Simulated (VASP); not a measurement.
OSZICAR of a VASP run on SrZn$_{5}$ (atoms displaced from the P6/mmm structure):

### OSZICAR
```
       N       E                     dE             d eps       ncg     rms          rms(c)
DAV:   1     0.409839799714E+03    0.40984E+03   -0.24443E+04  5292   0.162E+03
DAV:   2     0.199252047291E+02   -0.38991E+03   -0.38149E+03  5294   0.367E+02
DAV:   3    -0.113514955829E+02   -0.31277E+02   -0.30981E+02  5888   0.114E+02
DAV:   4    -0.121417510324E+02   -0.79026E+00   -0.78785E+00  7828   0.152E+01
DAV:   5    -0.121522536777E+02   -0.10503E-01   -0.10495E-01  6206   0.149E+00    0.257E+01
DAV:   6    -0.110512678644E+02    0.11010E+01   -0.70810E+00  6324   0.326E+01    0.127E+01
DAV:   7    -0.110005213711E+02    0.50746E-01   -0.76486E-01  6322   0.106E+01    0.379E+00
DAV:   8    -0.109842314579E+02    0.16290E-01   -0.84242E-02  6230   0.717E+00    0.794E-01
DAV:   9    -0.109821644516E+02    0.20670E-02   -0.22875E-02  6162   0.434E+00    0.297E-01
DAV:  10    -0.109825316161E+02   -0.36716E-03   -0.96388E-03  6054   0.120E+00    0.126E-01
DAV:  11    -0.109823832912E+02    0.14832E-03   -0.10321E-03  7434   0.331E-01    0.378E-02
DAV:  12    -0.109823625946E+02    0.20697E-04   -0.14825E-04  6492   0.238E-01    0.155E-02
DAV:  13    -0.109823734181E+02   -0.10823E-04   -0.93573E-05  5818   0.149E-01    0.140E-02
DAV:  14    -0.109823714248E+02    0.19933E-05   -0.13057E-05  6174   0.650E-02    0.962E-03
DAV:  15    -0.109823702560E+02    0.11687E-05   -0.77660E-06  4912   0.407E-02    0.455E-03
DAV:  16    -0.109823704061E+02   -0.15007E-06   -0.11584E-06  2868   0.182E-02
   1 F= -.10982370E+02 E0= -.10933293E+02  d E =-.981549E-01
```

### Question
Which electronic solver shows in the log?

### Answer
It is blocked Davidson (ALGO = Normal, or the opening steps of other solvers). The INCAR had ALGO = Normal.

### Question
Can the final energy be trusted as converged?

### Answer
Self-consistency was reached. It stopped with EDIFF = 1E-6, NELM = 100 (PBEsol GGA, plane waves, VASP's PBE PAW potentials (set 64)).

The structure comes from a computed database's SrZn5 entry (P6/mmm); how it stands against other phases isn't given here. The cell was not relaxed at this level, atoms are displaced from their ideal sites.
